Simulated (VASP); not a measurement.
Output of a VASP run:

File OSZICAR:
```
       N       E                     dE             d eps       ncg     rms          rms(c)
DAV:   1     0.202521862584E+03    0.20252E+03   -0.15478E+04    36   0.117E+03
DAV:   2     0.266746602268E+01   -0.19985E+03   -0.19890E+03    56   0.335E+02
DAV:   3    -0.435811014000E+01   -0.70256E+01   -0.69930E+01    40   0.641E+01
DAV:   4    -0.439751499120E+01   -0.39405E-01   -0.39395E-01    36   0.586E+00
DAV:   5    -0.439795963326E+01   -0.44464E-03   -0.44464E-03    46   0.540E-01    0.120E+01
DAV:   6    -0.290074633146E+01    0.14972E+01   -0.62336E-01    36   0.895E+00    0.658E+00
DAV:   7    -0.256745056189E+01    0.33330E+00   -0.69747E-01    36   0.908E+00    0.909E-01
DAV:   8    -0.256382602166E+01    0.36245E-02   -0.74020E-02    44   0.254E+00    0.128E-01
DAV:   9    -0.256376162109E+01    0.64401E-04   -0.12826E-03    36   0.342E-01    0.606E-02
DAV:  10    -0.256379721943E+01   -0.35598E-04   -0.39943E-05    36   0.727E-02    0.202E-02
DAV:  11    -0.256380251210E+01   -0.52927E-05   -0.10149E-05    36   0.321E-02    0.194E-03
DAV:  12    -0.256380266850E+01   -0.15640E-06   -0.24291E-07    24   0.502E-03
   1 F= -.25638027E+01 E0= -.25638027E+01  d E =-.525543E-13
```

### OUTCAR
```
------------------------ aborting loop because EDIFF is reached ----------------------------------------
  FORCE on cell =-STRESS in cart. coord.  units (eV):
  Direction    XX          YY          ZZ          XY          YZ          ZX
  --------------------------------------------------------------------------------------
  Total        9.4725208      9.9629645     -8.5865793      0.0000000      0.0000000     -0.0447789
  in kB      284.0375857    298.7437497   -257.4722519      0.0000000      0.0000000     -1.3427151
  external PRESSURE =     108.4363612 kB  Pullay stress =       0.0000000 kB
  volume of cell :       53.43
      direct lattice vectors                 reciprocal lattice vectors
     2.556320000 -1.584025000  0.000000000     0.195593666 -0.315651584  0.016664114
     2.556320000  1.584025000  0.000000000     0.195593666  0.315651584  0.016664114
    -0.562109000  0.000000000  6.597708000     0.000000000  0.000000000  0.151567787
 POSITION                                       TOTAL-FORCE (eV/Angst)
 -----------------------------------------------------------------------------------
      3.52689      0.50610      3.94517        -0.078282     -0.658654     -2.228536
      1.02364     -0.50610      2.65254         0.078282      0.658654      2.228536
      0.74259      0.50610      5.95140         0.078282     -0.658654      2.228536
      3.80794     -0.50610      0.64631        -0.078282      0.658654     -2.228536
 -----------------------------------------------------------------------------------
    total drift:                                0.000000      0.000000      0.000000
  FREE ENERGIE OF THE ION-ELECTRON SYSTEM (eV)
  ---------------------------------------------------
  free  energy   TOTEN  =        -2.5638026685 eV

  energy  without entropy=       -2.5638026685  energy(sigma->0) =       -2.56380267
```
(Selected blocks of OUTCAR.)

POSCAR:
```
F2
1
    2.5563200000    -1.5840250000     0.0000000000
    2.5563200000     1.5840250000     0.0000000000
   -0.5621090000     0.0000000000     6.5977080000
F
4
Direct
  0.5958300000   0.9153300000   0.5979600000
  0.4041700000   0.0846700000   0.4020400000
  0.0846700000   0.4041700000   0.9020400000
  0.9153300000   0.5958300000   0.0979600000
```

Write an INCAR and KPOINTS that could have produced this output.

This is not unique; one that fits is the input of the run itself, PBEsol GGA, plane waves, VASP's PBE PAW potentials (set 64).

INCAR:
```
ALGO = Normal
EDIFF = 1E-6
ENCUT = 400
GGA = PS
ISIF = 2
ISMEAR = 0
LASPH = T
LCHARG = F
LREAL = F
LWAVE = F
NELM = 100
PREC = Accurate
SIGMA = 0.01
SYSTEM = F2
```

### KPOINTS
```
K-points
0
gamma
 1 1 1
0 0 0
```

POTCAR, in this order: F (PBE.64 set). Program: vasp_std.

At this cut-off the stress carries a Pulay error, which pulls relaxed volumes low.

The structure comes from a computed database's F2 entry; how it stands against other phases isn't given here. The cell was not relaxed at this level. The k-mesh is coarse (spacing up to 2.34 per Å, 2π included), so the numbers may not be converged in it. The run is one of a series of settings (KPOINTS 1×1×1 Γ-centred mesh against the base run), some of them coarse on purpose.
